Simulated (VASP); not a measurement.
Set up this calculation in VASP 6.6.1, as the native input.

```yaml
Task: single point
Functional: LDA
Potentials_or_basis: VASP PAW LDA potentials, release 64 (Te, Pb_d, S)
Cutoff: 520 eV
k_mesh: 9 × 9 × 9
Occupations: gaussian, width 0.05 eV
Spin: no spin polarisation
Dipole_correction: no
Further_INCAR_settings: ALGO = Fast; EDIFF = 1e-07; NBANDS = 28
```

The structure of TePb2S lies in POSCAR:

```
TePb2S
1.0
    2.2219760738      1.2828584843      7.2598916063
   -2.2219760738      1.2828584843      7.2598916063
    0.0000000000     -2.5657169687      7.2598916063
Te Pb S
1 2 1
Direct
    0.5000000000      0.5000000000      0.5000000000
    0.7417120000      0.7417120000      0.7417120000
    0.2582880000      0.2582880000      0.2582880000
    0.0000000000      0.0000000000      0.0000000000
```

The cell comes from a database or a generator and needn't be the stable form of this composition.

One way to write it, as run:

INCAR

```
SYSTEM = TePb2S
PREC = Accurate ; ENCUT = 520
EDIFF = 1E-7 ; ISMEAR = 0
SIGMA = 0.05 ; LREAL = .False.
LASPH = .True. ; NELM = 100
ALGO = Fast ; ISIF = 2
LWAVE = .False. ; LCHARG = .False.
NBANDS = 28
```

KPOINTS

```
Automatic mesh
0
Gamma
  9 9 9
  0 0 0
```

Potentials or basis: VASP PAW LDA potentials, release 64 (Te, Pb_d, S).

The run is started by

```bash
$ cat potpaw_LDA.64/Te/POTCAR potpaw_LDA.64/Pb_d/POTCAR potpaw_LDA.64/S/POTCAR > POTCAR
$ mpirun -np 1 vasp_std > vasp.out
```

Results of the run:

```json
{
  "Pressure": "-3.9 GPa",
  "Largest force": "0.034 eV/Å",
  "Band gap on the k mesh": "0.63 eV, direct"
}
```

Caveat: spin-orbit coupling is left out, which as a rule narrows the gap of such compounds by several tenths of an eV; an odd mesh through Γ misses points on the zone boundary, where band edges often lie.

It took 10 min on 1 thread of AMD EPYC 9R45 (Zen 5), with other jobs on the host, peak memory 0.52 GiB.
